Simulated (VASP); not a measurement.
Write the native input for VASP 6.6.1 that does the following.

```yaml
Task: single point
Functional: PBE
Dispersion: D3(BJ)
Potentials_or_basis: VASP PAW PBE potentials, release 64 (C, H)
Cutoff: 520 eV
k_mesh: 1 × 1 × 1
Occupations: fermi-dirac, width 0.05 eV
Spin: no spin polarisation
Dipole_correction: no
Further_INCAR_settings: LREAL = Auto; ALGO = Normal; EDIFF = 1e-07; NBANDS = 58
```

The structure of H4C lies in POSCAR:

```
H4C
1.0
    8.2150030000      0.0000000000      0.0000000000
    0.0000000000      8.2150030000      0.0000000000
    0.0000000000      0.0000000000      8.2150030000
C H
8 32
Direct
    0.1018989281      0.9267921144      0.0139257405
    0.5096407147      0.0122580600      0.0797930323
    0.3801946268      0.6955931726      0.6354836389
    0.0146561115      0.3321970789      1.0367981606
    0.4137186560      0.4589164484      0.2214606617
    0.7474738597      0.6784781454      0.8530611614
    0.2505294277      0.2419232227      0.6222760966
    0.7105779511      0.1158611871      0.5234325538
   -0.0261107634      0.8960313222      0.0070237345
    0.1094704409      1.0117220895      0.1107851087
    0.1211807226      0.9765790712     -0.1127936289
    0.1585148539      0.8158122401      0.0352647467
    0.6055871191      0.0802677735      0.1370906377
    0.4566279525      0.0704199378     -0.0259768621
    0.4118805556     -0.0089226991      0.1688617764
    0.5539011976     -0.1153499274      0.0609738061
    0.3982104450      0.8005840047      0.7227873197
    0.3324040174      0.5926960708      0.6934264053
    0.5022152761      0.6852097315      0.5769200571
    0.2958367757      0.7519291228      0.5480582296
   -0.0340961531      0.4493485882      1.0774189614
    0.1289835195      0.3501155143      0.9693483983
   -0.0616554857      0.2746803623      0.9466460329
    0.0299817298      0.2516249842      1.1387579530
    0.4552402476      0.5601458697      0.2960071956
    0.3774192170      0.3567010262      0.2982591729
    0.5105901970      0.4174800667      0.1410346411
    0.3058185128      0.4923065762      0.1534874668
    0.6271087180      0.6511014056      0.7915274042
    0.7599875496      0.8007787703      0.8995979673
    0.8497379733      0.6661105297      0.7646497512
    0.7620204156      0.5997563239      0.9543879655
    0.2503346621      0.2207302907      0.7550818910
    0.3809615164      0.2357881062      0.5885451290
    0.1992208646      0.3550211728      0.5855506078
    0.1911624378      0.1303712245      0.5712596818
    0.8172121179      0.1855264082      0.4920144277
    0.6920265276      0.1224710447      0.6516857024
    0.7185633408     -0.0038587935      0.4755080430
    0.6088616158      0.1813146021      0.4650515648
```

The cell was built by a generator and needn't be a form met in nature.

These files were run (other wordings do the same):

INCAR

```
  PREC = Accurate
  ENCUT = 520
  EDIFF = 1E-7
  ISMEAR = -1
  SIGMA = 0.05
  LREAL = Auto
  LASPH = T
  NELM = 60
  ALGO = Normal
  ISIF = 2
  LWAVE = F
  LCHARG = F
  GGA = PE
  IVDW = 12
  NBANDS = 58
```

KPOINTS

```
regular mesh
0
Gamma
  1 1 1
```

Potentials or basis: VASP PAW PBE potentials, release 64 (C, H).

Command:

```bash
$ cat potpaw_PBE.64/C/POTCAR potpaw_PBE.64/H/POTCAR > POTCAR
$ mpirun -np 1 vasp_gam > vasp.out
```

Results of the run:

* Pressure: 0.8 GPa
* Largest force: 3.721 eV/Å
* Band gap on the k mesh: 6.92 eV, direct
* Dispersion energy per atom: -0.024 eV

It took 56 s on 1 thread of Intel(R) Xeon(R) Platinum 8488C (Sapphire Rapids), with other jobs on the host, peak memory 0.51 GiB.
